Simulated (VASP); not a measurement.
Here is the system:

```
La2O3
1.0
    1.97962    -3.42880     0.00000
    1.97962     3.42880     0.00000
    0.00000     0.00000     6.06388
La O
2 3
Direct
  0.33333   0.66667   0.24384
  0.66667   0.33333   0.75616
  0.00000   0.00000   0.00000
  0.33333   0.66667   0.64642
  0.66667   0.33333   0.35358
```

Level of theory: LDA (Ceperley-Alder, Perdew-Zunger), VASP's LDA PAW potentials (set 64) (plane waves; VASP). Settings: 520 eV cut-off, 7×7×4 Γ-centred mesh, Gaussian smearing of 0.050 eV, potentials La O.

Q: The ions and cell shape at fixed volume are relaxed. Predict the relaxed structure.

A: 
```
La2O3
1.0
    1.96243    -3.39903     0.00000
    1.96243     3.39903     0.00000
    0.00000     0.00000     6.17059
La O
2 3
Cartesian
  1.96243   1.13301   1.53376
  1.96243  -1.13301   4.63683
  0.00000   0.00000   0.00000
  1.96243   1.13301   3.97282
  1.96243  -1.13301   2.19777
```
Space group P-3m1 (164), at a tolerance of 0.03 Å.

Q: How much energy does the relaxation gain?

A: The energy (σ→0) changes by -4.2 meV/atom, in 9 ionic steps.

The compound is La2O3 in the a-type structure. This cell is one point of a volume scan, at 1.06 of the reference volume. Symmetry was kept, so distortions that lower it aren't found.
